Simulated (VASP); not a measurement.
Write the native input for VASP 6.6.1 that does the following.

```yaml
Task: single point
Functional: LDA
Potentials_or_basis: VASP PAW LDA potentials, release 64 (Zr_sv, Sb, N)
Cutoff: 520 eV
k_mesh: 12 × 12 × 8
Occupations: gaussian, width 0.1 eV
Spin: no spin polarisation
Dipole_correction: no
Further_INCAR_settings: ALGO = Fast; EDIFF = 1e-06; NBANDS = 25
```

The structure of Zr2SbN lies in POSCAR:

```
Zr2SbN
1.0
    3.7212058659      0.0000000000      0.0000000000
    0.0000000000      3.7212058659      0.0000000000
    0.0000000000      0.0000000000      5.2940028444
Zr Sb N
2 1 1
Direct
    0.0000000000      0.0000000000      0.0000000000
    0.5000000000      0.5000000000      0.5000000000
    0.0000000000      0.0000000000      0.5000000000
    0.5000000000      0.5000000000      0.0000000000
```

The cell comes from a database or a generator and needn't be the stable form of this composition.

These files were run (other wordings do the same):

INCAR

```
SYSTEM = Zr2SbN
PREC = Accurate
ENCUT = 520
EDIFF = 1E-6
ISMEAR = 0
SIGMA = 0.1
LREAL = .False.
LASPH = .True.
NELM = 100
ALGO = Fast
ISIF = 2
LWAVE = .False.
LCHARG = .False.
GGA = CA
NBANDS = 25
```

KPOINTS

```
Automatic mesh
0
Gamma
  12 12 8
  0 0 0
```

Potentials or basis: VASP PAW LDA potentials, release 64 (Zr_sv, Sb, N).

The run is started by

```bash
$ cat potpaw_LDA.64/Zr_sv/POTCAR potpaw_LDA.64/Sb/POTCAR potpaw_LDA.64/N/POTCAR > POTCAR
$ mpirun -np 1 vasp_std > vasp.out
```

Results of the run:

| Property | Result |
| --- | --- |
| Pressure | 0.3 GPa |
| Band gap on the k mesh | none (metal or under the smearing width) |

Run time: 5 min on 1 thread of Intel(R) Xeon(R) Platinum 8559C (Emerald Rapids), on a shared host, peak memory 0.34 GiB.
